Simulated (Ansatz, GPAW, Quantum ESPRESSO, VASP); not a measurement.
# One structure in several programs: Cu₂As (P4/nmm, 6 atoms in the cell)

Self-consistent single point.

```xyz
6
Lattice="3.7366 0.0000 0.0000 0.0000 3.7366 0.0000 0.0000 0.0000 5.8218" Properties=species:S:1:pos:R:3 pbc="T T T"
Cu     1.8683     1.8683     0.0000
Cu     0.0000     0.0000     0.0000
Cu     1.8683     0.0000     1.7463
Cu     0.0000     1.8683     4.0755
As     1.8683     0.0000     4.1510
As     0.0000     1.8683     1.6708
```

Shared settings, as Ansatz (a quantum-chemistry and plane-wave program) writes them: kpoints.mp_grid.grid = 7 7 5; scf.occupations.method = fermi_dirac; scf.occupations.width = 0.1 eV. Potentials and cutoffs stand in the table.

```tsv
code	model	pressure (GPa)	largest force (eV/Å)	cutoff
GPAW	LDA (Perdew-Wang 92), GPAW PAW datasets LDA (gpaw-data 1.0.1)	-2.39	0.157	800 eV
Ansatz	LDA (PW92), default PAW files made with PBE	-2.90	0.137	420 eV
Quantum ESPRESSO	LDA (PZ), PSlibrary ultrasoft (LDA) pseudopotentials	-2.35	0.146	55 Ry
VASP	LDA (PZ), VASP's LDA PAW potentials (set 64)	-4.03	0.142	300 eV
```

Size of the force on each atom (eV/Å): Sizes of forces hide their directions.

```
code                Cu1    Cu2    Cu3    Cu4    As5    As6
----------------  -----  -----  -----  -----  -----  -----
GPAW              0.000  0.000  0.049  0.049  0.157  0.157
Ansatz            0.000  0.000  0.079  0.079  0.137  0.137
Quantum ESPRESSO  0.000  0.000  0.121  0.121  0.146  0.146
VASP              0.000  0.000  0.062  0.062  0.142  0.142
```

No clean gap comes from GPAW, Ansatz, Quantum ESPRESSO and VASP: levels at the Fermi energy touch, overlap or are partly filled at this smearing.

On Ansatz's run: spin polarisation is off.

The spread over the programs that give each value: pressure within 1.68 GPa; largest force within 0.020 eV/Å.

Ansatz's pressure is given at a fixed set of plane waves, as the other plane-wave codes print theirs; with its correction for the finite basis it is -2.82 GPa. The same LDA comes in different parametrisations, which differ slightly. In the pressure, VASP (by 1.39) lies more than 1 GPa from the median of the plane-wave programs.

VASP's run is marked for a possible Pulay error in its stress at this cutoff; no cutoff test was made.

The starting cell comes from a database of computed structures (which also holds hypothetical and non-ambient phases and stackings), without a prior relaxation at this level. Its lattice was rescaled by a random factor within 2.5 % of one.

Left out of this page: CP2K, FLEUR and SIESTA (not drawn, or without a comparable value).

Keys are those of Ansatz 0.2.
